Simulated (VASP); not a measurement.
Data:

```
CELL_PARAMETERS angstrom
      0.00000     3.29151     3.29151
      3.29151     0.00000     3.29151
      3.29151     3.29151     0.00000
ATOMIC_POSITIONS crystal
  Ni 0.00000 0.00000 0.00000
  I  0.25000 0.25000 0.25000
  I  0.75000 0.75000 0.75000
```
Starting moments (μB, in the order of the record's atoms Ni I I): 2.0 0.0 0.0.

The numbers are results of PBE GGA, VASP's PBE PAW potentials (set 64) (plane waves; VASP), not measurements. Settings: 300 eV cut-off, 5×5×5 Γ-centred mesh, Fermi-Dirac smearing of 0.14 eV, potentials Ni I.

At this cut-off the stress carries a Pulay error, which pulls relaxed volumes low. Unless said otherwise, spin-orbit coupling is left out, though it shifts the bands of the heavy elements here.

Q: Estimate the cell moment, energy per atom (σ→0), pressure, band gap (on the k-mesh) with the smallest direct gap where there is one.

A: 
```yaml
band gap (on the k-mesh): none (metal, semimetal or under 0.01 eV)
cell_moment: 0.78 μB
energy per atom (σ→0): -2.192 eV/atom
pressure: 10.77 GPa
```

Q: Give the moment on each site (PAW-sphere projection).

A: 
| site | moment (μB) |
|---|---|
| Ni1 | 0.54 |
| I2 | 0.10 |
| I3 | 0.10 |

The absolute energy has meaning only against runs of the same code, potentials and settings.

The structure was generated: NiI2 was put into an ordered model structure, which need not be its known phase. The cell was not relaxed at this level. The k-mesh is coarse (spacing up to 0.33 per Å, 2π included), so the numbers may not be converged in it.
